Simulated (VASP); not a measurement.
Output of a VASP run:

File OSZICAR:
```
       N       E                     dE             d eps       ncg     rms          rms(c)
DAV:   1     0.145011531130E+03    0.14501E+03   -0.11292E+04 12166   0.124E+03
DAV:   2    -0.210911731469E+02   -0.16610E+03   -0.16465E+03 15188   0.355E+02
DAV:   3    -0.242938922042E+02   -0.32027E+01   -0.31679E+01 15895   0.489E+01
DAV:   4    -0.243200438976E+02   -0.26152E-01   -0.25991E-01 13906   0.453E+00
DAV:   5    -0.243204230793E+02   -0.37918E-03   -0.37841E-03 16698   0.416E-01    0.187E+01
DAV:   6    -0.237119877586E+02    0.60844E+00   -0.75861E-01 13515   0.815E+00    0.932E+00
DAV:   7    -0.235362299968E+02    0.17576E+00   -0.60937E-01 15062   0.698E+00    0.631E-01
DAV:   8    -0.235324905193E+02    0.37395E-02   -0.15507E-02 14222   0.119E+00    0.930E-02
DAV:   9    -0.235324601105E+02    0.30409E-04   -0.32384E-04 16097   0.180E-01    0.451E-02
DAV:  10    -0.235324597195E+02    0.39098E-06   -0.17395E-05 14740   0.424E-02    0.654E-03
DAV:  11    -0.235324589026E+02    0.81694E-06   -0.15020E-06 14694   0.125E-02    0.466E-04
DAV:  12    -0.235324590021E+02   -0.99499E-07   -0.21522E-08 10513   0.136E-03
   1 F= -.23532459E+02 E0= -.23532459E+02  d E =0.000000E+00
```

OUTCAR:
```
------------------------ aborting loop because EDIFF is reached ----------------------------------------
  FORCE on cell =-STRESS in cart. coord.  units (eV):
  Direction    XX          YY          ZZ          XY          YZ          ZX
  --------------------------------------------------------------------------------------
  Total       -0.0162452     -0.0162452      0.0740615      0.0000000     -0.0000000      0.0000000
  in kB       -0.6861452     -0.6861452      3.1281215      0.0000000     -0.0000000      0.0000000
  external PRESSURE =       0.5852770 kB  Pullay stress =       0.0000000 kB
  volume of cell :       37.93
      direct lattice vectors                 reciprocal lattice vectors
    -2.611842299  2.611842299  1.390163315     0.000000000  0.191435754  0.359669972
     2.611842299 -2.611842299  1.390163315     0.191435754  0.000000000  0.359669972
     2.611842299  2.611842299 -1.390163315     0.191435754  0.191435754  0.000000000
 POSITION                                       TOTAL-FORCE (eV/Angst)
 -----------------------------------------------------------------------------------
      0.00000      2.61184      0.69508        -0.000000      0.000000      0.000000
      0.00000      0.00000      0.00000         0.000000     -0.000000     -0.000000
 -----------------------------------------------------------------------------------
    total drift:                               -0.000000      0.000000      0.000000
  FREE ENERGIE OF THE ION-ELECTRON SYSTEM (eV)
  ---------------------------------------------------
  free  energy   TOTEN  =       -23.5324590021 eV

  energy  without entropy=      -23.5324590021  energy(sigma->0) =      -23.53245900

 total charge

# of ion       s       p       d       tot
------------------------------------------
    1        0.394   6.129   2.490   9.013
    2        0.394   6.129   2.490   9.013
--------------------------------------------------
tot          0.788  12.257   4.981  18.026
```
(Selected blocks of OUTCAR.)

**POSCAR**
```
Ta
1
   -2.6118422991     2.6118422991     1.3901633146
    2.6118422991    -2.6118422991     1.3901633146
    2.6118422991     2.6118422991    -1.3901633146
Ta
2
Direct
  0.7500000000   0.2500000000   0.5000000000
  0.0000000000   0.0000000000   0.0000000000
```

Task: Write an INCAR and KPOINTS that could have produced this output.

Result: One answer among several that fit: the input of the run itself, PBEsol GGA, plane waves, VASP's PBE PAW potentials (set 64).

File KPOINTS:
```
Automatic mesh
0
Gamma
17 17 17
0 0 0
```

**INCAR**
```
ALGO = Normal
EDIFF = 1E-7
ENCUT = 400
GGA = PS
ISIF = 2
ISMEAR = -5
LASPH = T
LCHARG = T
LMAXMIX = 6
LORBIT = 11
LREAL = F
LWAVE = F
NEDOS = 601
NELM = 100
PREC = Accurate
SYSTEM = Ta
```

POTCAR, in this order: Ta_pv (PBE.64 set). Program: vasp_std.

For a metal the tetrahedron method with Blöchl corrections gives inexact stress and forces.

The structure was generated: Ta was put into the beta-Sn type (I4_1/amd), which need not be its known phase. It was relaxed first.
